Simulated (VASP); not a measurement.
A VASP calculation is set up with these files.

File POSCAR:
```
NaF
1
    0.0000000000     2.3613000000     2.3613000000
    2.3613000000     0.0000000000     2.3613000000
    2.3613000000     2.3613000000     0.0000000000
Na F
1 1
Direct
  0.0000000000   0.0000000000   0.0000000000
  0.5000000000   0.5000000000   0.5000000000
```

INCAR:
```
SYSTEM = NaF
PREC = Accurate
ENCUT = 520
EDIFF = 1E-6
NELM = 100
ALGO = Normal
LREAL = .FALSE.
LASPH = .TRUE.
ISMEAR = 0
SIGMA = 0.05
GGA = PE
LWAVE = .FALSE.
LCHARG = .FALSE.
ISIF = 2
```

File KPOINTS:
```
Automatic mesh
0
Gamma
7 7 7
0 0 0
```

POTCAR, in this order: Na_pv F (PBE.64 set). Program: vasp_gam.

What VASP printed:

**standard output**
```
 POSCAR found type information on POSCAR NaF
 POSCAR found :  2 types and       2 ions
 Reading from existing POTCAR
 Reading from existing POTCAR
 LDA part: xc-table for (Slater+PW92), standard interpolation

 -----------------------------------------------------------------------------
|                                                                             |
|     EEEEEEE  RRRRRR   RRRRRR   OOOOOOO  RRRRRR      ###     ###     ###     |
|     E        R     R  R     R  O     O  R     R     ###     ###     ###     |
|     E        R     R  R     R  O     O  R     R     ###     ###     ###     |
|     EEEEE    RRRRRR   RRRRRR   O     O  RRRRRR       #       #       #      |
|     E        R   R    R   R    O     O  R   R                               |
|     E        R    R   R    R   O     O  R    R      ###     ###     ###     |
|     EEEEEEE  R     R  R     R  OOOOOOO  R     R     ###     ###     ###     |
|                                                                             |
|     You are using the Gamma-point-only version with more than one           |
|     k-point or some other non-Gamma k-point.                                |
|                                                                             |
|       ---->  I REFUSE TO CONTINUE WITH THIS SICK JOB ... BYE!!! <----       |
|                                                                             |
 -----------------------------------------------------------------------------
```

Question: Read input and log: which fault does this run have?
A) ICHARG = 11 asks for a fixed density, but there is no CHGCAR
B) a hybrid functional was run with ALGO = VeryFast
C) LDA potentials were taken and GGA is not set, so the run is LDA and not PBE
D) the Γ-only program was given a k-mesh

Answer: D, the Γ-only program was given a k-mesh. VASP stops with an error: You are using the Gamma-point-only version with more than one k-point or some other non-Gamma k-point. ----> I REFUSE TO CONTINUE WITH THIS SICK JOB ... BYE!!! <----

To mend it, run vasp_std.

The mended run (PBE GGA, plane waves, VASP's PBE PAW potentials (set 64)) converges, and its OSZICAR ends with
```
   1 F= -.85689805E+01 E0= -.85689805E+01  d E =-.228340E-17
```

The compound is NaF in the rock salt structure. The cell was not relaxed at this level.
